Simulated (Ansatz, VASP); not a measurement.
# One calculation of InSbO2, two programs

```xyz
4
Lattice="4.7745 0.0000 0.0000 0.0000 4.7745 0.0000 0.0000 0.0000 4.7745" Properties=species:S:1:pos:R:3 pbc="T T T"
In    0.0000    0.0000    0.0000
Sb    0.0000    0.0000    2.3872
O     2.3872    0.0000    0.0000
O     0.0000    2.3872    0.0000
```

Alike in both runs: task single point; functional PBE; k mesh 4 × 4 × 4; occupations gaussian, width 0.1 eV; no spin polarisation.

|  | VASP | Ansatz |
| --- | --- | --- |
| version | VASP 6.6.1 | Ansatz 0.2.0 |
| potentials or method | VASP PAW PBE potentials, release 64 (In_d, Sb, O) | scalar-relativistic, plane waves, PAW |
| plane-wave cutoff (eV) | 520 | 420 |
| valence electrons in the cell | 30 | 40 |

|  | VASP | Ansatz | Ansatz less VASP |
| --- | --- | --- | --- |
| gap on the k mesh at the Fermi level (eV) | none | none | - |
| pressure (GPa) | 2.9 | 3.1 | +0.24 |
| largest component of the traceless stress (GPa) | 26.67 | 27.14 | +0.475 |

A gap of «none» marks a metal or a gap that the smearing closes. The two sets of potentials don't hold the same shells in valence.

The runs have no spin-orbit coupling, so splittings on Sb are missing.
